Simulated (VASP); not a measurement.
**PbO: stress against strain**

PbO (litharge, P4/nmm, 20.024 Å³/atom and stress up to 0.03 GPa in the relaxed cell, c along z) under an equal strain ε along x and y, with z held. PBEsol in VASP (plane waves, PAW), 600 eV, 8×8×6 Γ-centred mesh, Gaussian smearing 0.05 eV; ions are relaxed, or left where forces stay under 0.02 eV/Å, within the symmetry of each cell. Stress is positive for a compressed cell.

Here s stands for strain and y for stress xx.

```
strain (%)  stress xx (GPa)
----------  ---------------
-3.00                     ?
-1.50                  2.23
-1.00                  1.46
-0.50                  0.71
0.00                  -0.03
0.50                  -0.65
1.00                  -1.26
1.50                  -1.85
```

Fit y of the 7 rows that show it with a straight line. Means: s 0, y 0.087. About the means, the sum of products is -9.5200 and the sum of squares of s is 7.0000; the slope is their ratio. Least squares gives y = 0.087 - 1.3600·s. Residuals (row less fit): 0.103, 0.013, -0.057, -0.117, -0.057, 0.013, 0.103; standard error 0.091 (degrees of freedom: 5). The slope gives the elastic constants C11 + C12 = 136 ± 3 GPa (± standard error of the fit, which holds the terms cut off).

Q: Estimate the missing y (s = -3.00); what did the run itself give?

A: y = 0.087 - 1.3600 × (-3.0) = 4.167 GPa. The calculation gives 4.82 GPa, 0.653 GPa above the prediction (9.8 % of the range of y in the table). The row lies outside the fitted rows, so this is an extrapolation. From the scatter of the fitted rows alone, a prediction at this place has a standard error of 0.142 GPa, so the miss is 4.6 times that.

A polynomial of degree 2 through the 12 other runs of the series gives 4.80 there, so most of the miss is curvature that the fit leaves out. Spin-orbit coupling is left out, which can shift these values for the heavy elements here. For PbO: without a dispersion term in the relaxation, distances and binding between the weakly bound layers, chains or molecules are unreliable, and so is what depends on them. Rows are the converged runs of the series near zero and its far end, less any whose ions stayed unrelaxed beside relaxed ones; series whose fitted rows scatter by over a few per cent of the range, as at a crossing or softening among them, aren't shown in this form. Most that stay on the fit to the last digits aren't either.
